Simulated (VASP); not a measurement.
# ScSi2 (P6/mmm) in VASP: a series of runs

Runs on ScSi2. Level: PBE. Tasks: single point.

Program: VASP 6.6.1. These are calculated values, not measurements. Logs are shortened: lines on timing, memory, paths and dates and some standing lists are left out, and cuts for length are marked.

### 1 The crystal as given

Symmetry: P6/mmm, No. 191, hexagonal system. The conventional cell has a = 3.660 Å, b = 3.660 Å, c = 3.870 Å, α = 90.00°, β = 90.00°, γ = 120.00°. Sc (site symmetry 6/mmm) has 12 Si at 2.87 Å as nearest neighbours. Around Si (site symmetry -6m2) lie 3 Si at 2.11 Å.

### 2 Single point, PBE

File INCAR:

```
SYSTEM = ScSi2
  ALGO = Normal
  EDIFF = 1E-6
  ENCUT = 520
  GGA = PE
  ISIF = 2
  ISMEAR = -1
  LASPH = .True.
  LCHARG = .False.
  LREAL = .False.
  LWAVE = .False.
  NBANDS = 16
  NELM = 80
  PREC = Accurate
  SIGMA = 0.05
```

File KPOINTS:

```
k-points
0
Gamma
  8 8 7
  0 0 0
```

File POSCAR:

```
ScSi2
1.0
    3.6600000000      0.0000000000      0.0000000000
   -1.8300000000      3.1696529779      0.0000000000
    0.0000000000      0.0000000000      3.8700000000
Sc Si
1 2
Direct
    0.0000000000      0.0000000000      0.0000000000
    0.6666666667      0.3333333333      0.5000000000
    0.3333333333      0.6666666667      0.5000000000
```

Potentials or basis: VASP PAW PBE potentials, release 64 (Sc_sv, Si).

Run with:

```sh
> cat potpaw_PBE.64/Sc_sv/POTCAR potpaw_PBE.64/Si/POTCAR > POTCAR
> mpirun -np 1 vasp_std > vasp.out
```

OUTCAR:

```text
SYSTEM = ScSi2
   EDIFF = 1E-6
   ENCUT = 520
   GGA = PE
   ISIF = 2
   ISMEAR = -1
   LASPH = .True.
   LREAL = .False.
   NELM = 80
   PREC = Accurate

 ion  position               nearest neighbor table
   1  0.000  0.000  0.000-   2 2.87   3 2.87   2 2.87   3 2.87   2 2.87   2 2.87   3 2.87   3 2.87
                             2 2.87   2 2.87   3 2.87   3 2.87
   2  0.667  0.333  0.500-   3 2.11   3 2.11   3 2.11   1 2.87   1 2.87   1 2.87   1 2.87   1 2.87
                             1 2.87
   3  0.333  0.667  0.500-   2 2.11   2 2.11   2 2.11   1 2.87   1 2.87   1 2.87   1 2.87   1 2.87
                             1 2.87

  LATTYP: Found a hexagonal cell.
 ALAT       =     3.6600000000
 C/A-ratio  =     1.0573770492

  Lattice vectors:

 A1 = (   3.6600000000,   0.0000000000,   0.0000000000)
 A2 = (  -1.8300000000,   3.1696529779,   0.0000000000)
 A3 = (   0.0000000000,   0.0000000000,   3.8700000000)

Analysis of symmetry for initial positions (statically):
=====================================================================
 Subroutine PRICEL returns:
 Original cell was already a primitive cell.

 Routine SETGRP: Setting up the symmetry group for a
 hexagonal supercell.

 Subroutine GETGRP returns: Found 24 space group operations
 (whereof 24 operations were pure point group operations)
 out of a pool of 24 trial point group operations.

The static configuration has the point symmetry D_6h.

Analysis of symmetry for dynamics (positions and initial velocities):
=====================================================================
 Subroutine PRICEL returns:
 Original cell was already a primitive cell.

 Routine SETGRP: Setting up the symmetry group for a
 hexagonal supercell.

 Subroutine GETGRP returns: Found 24 space group operations
 (whereof 24 operations were pure point group operations)
 out of a pool of 24 trial point group operations.

The dynamic configuration has the point symmetry D_6h.

 Subroutine INISYM returns: Found 24 space group operations
 (whereof 24 operations are pure point group operations),
 and found     1 'primitive' translations

----------------------------------------------------------------------------------------

                                     Primitive cell

  volume of cell :      44.8956

  direct lattice vectors                    reciprocal lattice vectors
     3.660000000  0.000000000  0.000000000     0.273224044  0.157745975  0.000000000
    -1.830000000  3.169652978  0.000000000     0.000000000  0.315491950  0.000000000
     0.000000000  0.000000000  3.870000000     0.000000000  0.000000000  0.258397933

  length of vectors
     3.660000000  3.660000000  3.870000000     0.315491950  0.315491950  0.258397933

  position of ions in fractional coordinates (direct lattice)
     0.000000000  0.000000000  0.000000000
     0.666666667  0.333333333  0.500000000
     0.333333333  0.666666667  0.500000000

  ion indices of the primitive-cell ions
   primitive index   ion index
                 1           1
                 2           2
                 3           3

----------------------------------------------------------------------------------------

 KPOINTS: k-points

Automatic generation of k-mesh.
 Grid dimensions read from file:
 generate k-points for:    8    8    7

 Generating k-lattice:

  Cartesian coordinates                     Fractional coordinates (reciprocal lattice)
     0.034153005  0.019718247  0.000000000     0.125000000 -0.000000000  0.000000000
     0.000000000  0.039436494  0.000000000     0.000000000  0.125000000  0.000000000
     0.000000000  0.000000000  0.036913990     0.000000000  0.000000000  0.142857143

  Length of vectors
     0.039436494  0.039436494  0.036913990

  Shift w.r.t. Gamma in fractional coordinates (k-lattice)
     0.000000000  0.000000000  0.000000000

 Subroutine IBZKPT returns following result:
 ===========================================

 Found     40 irreducible k-points:

 Following reciprocal coordinates:
            Coordinates               Weight
  0.000000  0.000000  0.000000      1.000000
  0.125000 -0.000000  0.000000      6.000000
  0.250000 -0.000000  0.000000      6.000000
  0.375000  0.000000  0.000000      6.000000
  0.500000 -0.000000  0.000000      3.000000
  0.125000  0.125000  0.000000      6.000000
[... 16 lines left out ...]
  0.250000 -0.000000  0.285714     12.000000
  0.375000  0.000000  0.285714     12.000000
 [... further k-points ...]
   k-points           NKPTS =     40   k-points in BZ     NKDIM =     40   number of bands    NBANDS=     16
   number of dos      NEDOS =    301   number of ions     NIONS =      3
   total plane-waves  NPLWV =  23520
   dimension x,y,z NGX =    28 NGY =   28 NGZ =   30
   dimension x,y,z NGXF=    56 NGYF=   56 NGZF=   60
   ions per type =               1   2
   NGX,Y,Z   is equivalent  to a cutoff of  12.72, 12.72, 12.89 a.u.
   NGXF,Y,Z  is equivalent  to a cutoff of  25.44, 25.44, 25.77 a.u.
 SYSTEM =  ScSi2
   PREC   = accura    normal or accurate (medium, high low for compatibility)
   ISTART =      0    job   : 0-new  1-cont  2-samecut
   ICHARG =      2    charge: 1-file 2-atom 10-const
   ISPIN  =      1    spin polarized calculation?
   LNONCOLLINEAR =      F non collinear calculations
   LSORBIT =      F    spin-orbit coupling
   LASPH  =      T    aspherical Exc in radial PAW
   ENCUT  =  520.0 eV  38.22 Ry    6.18 a.u.   6.81  6.81  7.20*2*pi/ulx,y,z
   NELM   =     80;   NELMIN=  2; NELMDL= -5     # of ELM steps
   EDIFF  = 0.1E-05   stopping-criterion for ELM
   LREAL  =      F    real-space projection
   EDIFFG = 0.1E-04   stopping-criterion for IOM
   NSW    =      0    number of steps for IOM
   IBRION =     -1    ionic relax: 0-MD 1-quasi-New 2-CG
   NFREE  =      0    steps in history (QN), initial steepest desc. (CG)
   ISIF   =      2    stress and relaxation
   ISYM   =      2    0-nonsym 1-usesym 2-fastsym
   POTIM  = 0.5000    time-step for ionic-motion
   TEBEG  =    0.0;   TEEND  =   0.0 temperature during run
   PSTRESS=    0.0 pullay stress
   NELECT =      19.0000    total number of electrons
   NUPDOWN=      -1.0000    fix difference up-down
   EMIN   =  10.00;   EMAX   =-10.00  energy-range for DOS
   EFERMI =   0.00;   METHOD = LEGACY
   ISMEAR =    -1;   SIGMA  =   0.05  broadening in eV -4-tet -1-fermi 0-gaus
   EFERMI_NEDOS =   21; number of points for ismear=-14 and -15
   IALGO  =     38    algorithm
   IMIX   =      4    mixing-type and parameters
     AMIX     =   0.40;   BMIX     =  1.00
     AMIX_MAG =   1.60;   BMIX_MAG =  1.00
  volume/ion in A,a.u.               =      14.97       100.99
  Fermi-wavevector in a.u.,A,eV,Ry     =   1.229112  2.322685 20.554542  1.510716
  Thomas-Fermi vector in A             =   2.364012
   LORBIT       =      0    0 simple, 1 ext, 2 COOP (PROOUT), +10 PAW based schemes
   GGA     = PE    functional components
   LHFCALC =     F    Hartree Fock is set to
   AEXX    =    0.0000 exact exchange contribution
   IVDW    =     0    specifies the selected vdW correction
   LEPSILON=     F    determine dielectric tensor
   LRPA    =     F    only Hartree local field effects (RPA)
 non-spin polarized calculation
  energy-cutoff  :      520.00
  volume of cell :       44.90
 maximum number of plane-waves:      1222
 NGX is ok and might be reduce to    28
   NGX = 13   NGY = 13   NGZ = 15

 number of electron      19.0000001 magnetization

 Free energy of the ion-electron system (eV)
  ---------------------------------------------------
  ext. energy  EPLUGINS =         0.00000000
  ---------------------------------------------------
  free energy    TOTEN  =       -17.34624815 eV

  energy without entropy =      -17.33276015  energy(sigma->0) =      -17.33950415

 E-fermi :   9.2429     XC(G=0): -11.2376

 val. band max:        9.2347624042   @ k =   0.3750   0.2500   0.0000
 cond. band min:       9.2847374056   @ k =   0.2500  -0.0000   0.2857
 fundamental gap:      0.0499750013
 Fermi energy:         9.2428914774

 k-point     1 :       0.0000    0.0000    0.0000
  band No.  band energies     occupation
      1     -40.3450      2.00000
      2     -19.0548      2.00000
      3     -18.9757      2.00000
      4     -18.9757      2.00000
      5      -4.6440      2.00000
      6       5.6625      2.00000
[... 8 lines left out ...]
     15      11.9011      0.00000
     16      11.9011      0.00000

 k-point     2 :       0.1250   -0.0000    0.0000
  band No.  band energies     occupation
      1     -40.3435      2.00000
      2     -19.0517      2.00000
      3     -18.9946      2.00000
      4     -18.9799      2.00000
      5      -4.4166      2.00000
      6       4.6549      2.00000
[... 8 lines left out ...]
     15      11.9757      0.00000
     16      12.4293      0.00000

 k-point     3 :       0.2500   -0.0000    0.0000
  band No.  band energies     occupation
      1     -40.3397      2.00000
      2     -19.0444      2.00000
      3     -19.0400      2.00000
      4     -18.9903      2.00000
      5      -3.7501      2.00000
      6       2.6750      2.00000
[... 8 lines left out ...]
     15      13.8692      0.00000
     16      13.8921      0.00000

 k-point     4 :       0.3750    0.0000    0.0000
  band No.  band energies     occupation
      1     -40.3359      2.00000
      2     -19.0847      2.00000
      3     -19.0370      2.00000
      4     -19.0006      2.00000
      5      -2.7004      2.00000
      6       0.7300      2.00000
[... 8 lines left out ...]
     15      13.6375      0.00000
     16      14.4208      0.00000

 k-point     5 :       0.5000   -0.0000    0.0000
  band No.  band energies     occupation
      1     -40.3344      2.00000
      2     -19.1030      2.00000
      3     -19.0339      2.00000
      4     -19.0048      2.00000
      5      -1.7082      2.00000
      6      -0.5709      2.00000
[... 8 lines left out ...]
     15      12.3051      0.00000
     16      14.8615      0.00000

 k-point     6 :       0.1250    0.1250    0.0000
  band No.  band energies     occupation
      1     -40.3408      2.00000
      2     -19.0465      2.00000
      3     -19.0246      2.00000
      4     -18.9894      2.00000
      5      -3.9695      2.00000
      6       3.3839      2.00000
[... 8 lines left out ...]
     15      12.5646      0.00000
     16      13.7532      0.00000
[... 267 lines left out ...]
 k-point    21 :       0.0000    0.0000    0.2857
  band No.  band energies     occupation
      1     -40.3431      2.00000
      2     -19.1002      2.00000
      3     -18.9723      2.00000
      4     -18.9723      2.00000
      5      -4.1445      2.00000
      6       2.9631      2.00000
[... 8 lines left out ...]
     15      13.7325      0.00000
     16      13.7325      0.00000

 k-point    22 :       0.1250   -0.0000    0.2857
  band No.  band energies     occupation
      1     -40.3416      2.00000
      2     -19.0958      2.00000
      3     -18.9904      2.00000
      4     -18.9765      2.00000
      5      -3.9452      2.00000
      6       3.1645      2.00000
[... 8 lines left out ...]
     15      13.0383      0.00000
     16      13.6966      0.00000

 k-point    23 :       0.2500   -0.0000    0.2857
  band No.  band energies     occupation
      1     -40.3379      2.00000
      2     -19.0853      2.00000
      3     -19.0338      2.00000
      4     -18.9866      2.00000
      5      -3.3600      2.00000
      6       2.8982      2.00000
[... 8 lines left out ...]
     15      13.8813      0.00000
     16      14.1843      0.00000

 k-point    24 :       0.3750    0.0000    0.2857
  band No.  band energies     occupation
      1     -40.3342      2.00000
      2     -19.0783      2.00000
      3     -19.0733      2.00000
      4     -18.9967      2.00000
      5      -2.4480      2.00000
      6       1.0321      2.00000
[... 8 lines left out ...]
     15      13.5279      0.00000
     16      14.8073      0.00000

 [... further k-points ...]

------------------------ aborting loop because EDIFF is reached ----------------------------------------

  FORCE on cell =-STRESS in cart. coord.  units (eV):
  Direction    XX          YY          ZZ          XY          YZ          ZX
  --------------------------------------------------------------------------------------
  -------------------------------------------------------------------------------------
  Total       10.4179083     10.4179083      0.3156995      0.0000000     -0.0000000      0.0000000
  in kB      371.7811323    371.7811323     11.2662842      0.0000000     -0.0000000      0.0000000
  external PRESSURE =     251.6095163 kB  Pullay stress =       0.0000000 kB

 VOLUME and BASIS-vectors are now :
 -----------------------------------------------------------------------------
  energy-cutoff  :      520.00
  volume of cell :       44.90
      direct lattice vectors                 reciprocal lattice vectors
     3.660000000  0.000000000  0.000000000     0.273224044  0.157745975  0.000000000
    -1.830000000  3.169652978  0.000000000     0.000000000  0.315491950  0.000000000
     0.000000000  0.000000000  3.870000000     0.000000000  0.000000000  0.258397933

 POSITION                                       TOTAL-FORCE (eV/Angst)
 -----------------------------------------------------------------------------------
      0.00000      0.00000      0.00000         0.000000      0.000000      0.000000
      1.83000      1.05655      1.93500        -0.000000      0.000000      0.000000
     -0.00000      2.11310      1.93500         0.000000      0.000000      0.000000
 -----------------------------------------------------------------------------------
    total drift:                               -0.000000      0.000000      0.000000

  FREE ENERGIE OF THE ION-ELECTRON SYSTEM (eV)
  ---------------------------------------------------
  free  energy   TOTEN  =       -17.3462481491 eV

  energy  without entropy=      -17.3327601504  energy(sigma->0) =      -17.33950415
```

Wall time 37 s (1 thread of AMD EPYC 7R43 (Zen 3), shared host); peak memory 0.14 GiB.

Results:

- Free energy: -17.3462 eV
- Pressure: 25.2 GPa
- Band gap on the k mesh: none (metal or under the smearing width)

Caveat: so large a pressure means that the cell lies far from this level's equilibrium, or that cutoff or potentials fall short.

### 3 Single point, PBE (volume scaled by 1.02)

File INCAR:

```
  PREC = Accurate
  ENCUT = 520
  EDIFF = 1E-6
  ISMEAR = -1
  SIGMA = 0.05
  LREAL = F
  LASPH = T
  NELM = 60
  ALGO = Normal
  ISIF = 2
  LWAVE = F
  LCHARG = F
  GGA = PE
  NBANDS = 16
```

File KPOINTS:

```
Automatic mesh
0
Gamma
  8 8 7
```

File POSCAR:

```
ScSi2
1.0
    3.6842391170      0.0000000000      0.0000000000
   -1.8421195585      3.1906446690      0.0000000000
    0.0000000000      0.0000000000      3.8956298860
Sc Si
1 2
Direct
    0.0000000000      0.0000000000      0.0000000000
    0.6666666667      0.3333333333      0.5000000000
    0.3333333333      0.6666666667      0.5000000000
```

Potentials or basis: VASP PAW PBE potentials, release 64 (Sc_sv, Si).

Run with:

```sh
> cat potpaw_PBE.64/Sc_sv/POTCAR potpaw_PBE.64/Si/POTCAR > POTCAR
> mpirun -np 1 vasp_std > vasp.out
```

Run time: 44 s. Hardware: 1 thread of AMD EPYC 7R43 (Zen 3), shared host; peak memory 0.13 GiB.

The run converged. Its results:

```
Free energy            : -17.4768 eV
Pressure               : 21.4 GPa
Band gap on the k mesh : none (metal or under the smearing width)
```

Stress tensor (GPa, compression positive):
```
32.42  0.00  0.00
 0.00 32.42  0.00
 0.00  0.00 -0.67
```

Levels at points of the mesh, in eV from the Fermi level:
```tsv
k point	band 6	band 7	band 8	band 9	band 10	band 11	band 12	band 13
(0.00, 0.00, 0.00)	-3.56	-3.45	-3.45	-2.03	1.05	1.05	1.05	1.61
(0.50, 0.00, 0.00)	-9.72	-4.50	-3.18	-2.72	0.45	0.76	2.18	2.40
```

Caveat: so large a pressure means that the cell lies far from this level's equilibrium, or that cutoff or potentials fall short.
